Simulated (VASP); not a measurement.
Calculation: r2SCAN meta-GGA, VASP's PBE PAW potentials (set 64) (plane waves; VASP).

VASP input:

**INCAR**
```
SYSTEM = NaF
PREC = Accurate
ENCUT = 530
EDIFF = 1E-6
NELM = 100
ALGO = Normal
LREAL = .FALSE.
LASPH = .TRUE.
ISMEAR = 0
SIGMA = 0.05
METAGGA = R2SCAN
LMIXTAU = .TRUE.
LWAVE = .FALSE.
LCHARG = .FALSE.
IBRION = 2
ISIF = 3
NSW = 60
EDIFFG = -0.01
```

File POSCAR:
```
NaF
1
   -0.0000000000     2.2890917546     2.2890917546
    2.2890917546     0.0000000000     2.2890917546
    2.2890917546     2.2890917546     0.0000000000
Na F
1 1
Direct
  0.0000000000   0.0000000000   0.0000000000
  0.5000000000   0.5000000000   0.5000000000
```

KPOINTS:
```
Automatic mesh
0
Gamma
9 9 9
0 0 0
```

POTCAR, in this order: Na_pv F (PBE.64 set). Program: vasp_std.

What will the output report for the number of irreducible k-points (NKPTS), largest plane-wave count, number of space-group operations, FFT grid (NGX, NGY, NGZ)?

The number of irreducible k-points (NKPTS) is 35, the largest plane-wave count is 680 and the number of space-group operations is 48. The FFT grid (NGX, NGY, NGZ) comes out as 24 × 24 × 24.

The compound is NaF in the rock salt structure. This run relaxes it. Symmetry was kept, so distortions that lower it aren't found. The start is the result of an earlier pass.
